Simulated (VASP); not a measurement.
Consider the following.

```
BiTlF4
1.0
    3.92631     0.00000     0.00000
    0.00000     3.92631     0.00000
    0.00000     0.00000     6.45476
Tl Bi F
1 1 4
Direct
  0.00000   0.00000   0.00000
  0.50000   0.50000   0.50000
  0.50000   0.00000   0.70208
  0.50000   0.00000   0.29792
  0.00000   0.50000   0.70208
  0.00000   0.50000   0.29792
```

Method: LDA (Ceperley-Alder, Perdew-Zunger), VASP's LDA PAW potentials (set 64) (plane waves; VASP). Settings: 520 eV cut-off, Gaussian smearing of 0.050 eV, potentials Tl_d Bi_d F.

Unless said otherwise, spin-orbit coupling is left out, though it shifts the bands of the heavy elements here.

Task: Give the energies of bands 19 to 32 at the high-symmetry points, in eV from the valence-band maximum.

Result: 
```json
[
 {"band": "19", "Γ": "-3.42", "X": "-3.93", "M": "-4.57", "Z": "-3.60", "R": "-4.27", "A": "-4.20"},
 {"band": "20", "Γ": "-3.42", "X": "-3.90", "M": "-3.93", "Z": "-3.60", "R": "-3.39", "A": "-4.20"},
 {"band": "21", "Γ": "-3.18", "X": "-3.09", "M": "-2.44", "Z": "-3.23", "R": "-3.32", "A": "-2.75"},
 {"band": "22", "Γ": "-2.96", "X": "-2.95", "M": "-2.35", "Z": "-2.38", "R": "-3.08", "A": "-2.75"},
 {"band": "23", "Γ": "-2.38", "X": "-2.90", "M": "-2.23", "Z": "-2.26", "R": "-2.94", "A": "-2.44"},
 {"band": "24", "Γ": "-2.38", "X": "-2.44", "M": "-2.23", "Z": "-2.26", "R": "-2.67", "A": "-2.35"},
 {"band": "25", "Γ": "-2.24", "X": "-2.38", "M": "-1.76", "Z": "-2.20", "R": "-2.67", "A": "-1.80"},
 {"band": "26", "Γ": "-1.99", "X": "-2.37", "M": "-1.65", "Z": "-2.09", "R": "-2.41", "A": "-1.61"},
 {"band": "27", "Γ": "-1.99", "X": "-0.70", "M": "-0.61", "Z": "-2.09", "R": "-0.64", "A": "-0.59"},
 {"band": "28", "Γ": "-0.36", "X": "-0.42", "M": "-0.20", "Z": "-0.69", "R": "-0.01", "A": "0.00"},
 {"band": "29", "Γ": "3.21", "X": "3.94", "M": "3.92", "Z": "3.67", "R": "3.80", "A": "5.24"},
 {"band": "30", "Γ": "6.26", "X": "5.12", "M": "3.92", "Z": "6.02", "R": "4.88", "A": "5.24"},
 {"band": "31", "Γ": "6.26", "X": "5.52", "M": "6.71", "Z": "6.50", "R": "6.14", "A": "5.35"},
 {"band": "32", "Γ": "7.32", "X": "6.67", "M": "6.71", "Z": "6.50", "R": "6.68", "A": "5.35"}
]
```

The gap is indirect, 3.21 eV, from the valence maximum at A to the conduction minimum at Γ.

The structure comes from a computed database's TlBiF4 entry (P4/mmm); how it stands against other phases isn't given here. It was relaxed first.
